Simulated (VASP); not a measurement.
A convergence study with VASP on GaAs (zinc blende): one setting is varied, all else stays as given below, so the limit is that of these other settings.

```yaml
crystal:
  lattice:
    - [0.00000, 2.82500, 2.82500]
    - [2.82500, 0.00000, 2.82500]
    - [2.82500, 2.82500, 0.00000]
  atoms:
    - { symbol: Ga, position: [0.00000, 0.00000, 0.00000] }
    - { symbol: As, position: [0.25000, 0.25000, 0.25000] }
```

Calculation: PBE GGA, VASP's PBE PAW potentials (set 64) (plane waves; VASP). The tightest run used: 600 eV cut-off, 7×7×7 Γ-centred mesh, Gaussian smearing of 0.010 eV, potentials Ga_d As.

Question: The settings run are ENCUT = 200; ENCUT = 300; ENCUT = 400; ENCUT = 500; ENCUT = 600. From which on does the mean ε∞ stay within 0.3  of the tightest run?

Answer: From ENCUT = 300 on: it is off by 0.08 there and by no more than 0.3 in any finer run, while ENCUT = 200 is off by 2.09.
```json
[
 {"setting": "ENCUT = 200", "mean ε∞": "37.36", "highest Γ mode (cm⁻¹)": "269.2", "plane waves": "301", "difference judged ()": "2.09"},
 {"setting": "ENCUT = 300", "mean ε∞": "35.35", "highest Γ mode (cm⁻¹)": "269.7", "plane waves": "541", "difference judged ()": "0.08"},
 {"setting": "ENCUT = 400", "mean ε∞": "35.30", "highest Γ mode (cm⁻¹)": "268.7", "plane waves": "869", "difference judged ()": "0.03"},
 {"setting": "ENCUT = 500", "mean ε∞": "35.26", "highest Γ mode (cm⁻¹)": "268.9", "plane waves": "1155", "difference judged ()": "0.00"},
 {"setting": "ENCUT = 600", "mean ε∞": "35.27", "highest Γ mode (cm⁻¹)": "269.3", "plane waves": "1516", "difference judged ()": "0.00"}
]
```

Left out are rungs that failed or repeat a setting and relaxations that didn't move; long series are thinned to 24 rows.

The compound is GaAs in the zinc blende structure. The cell was not relaxed at this level.
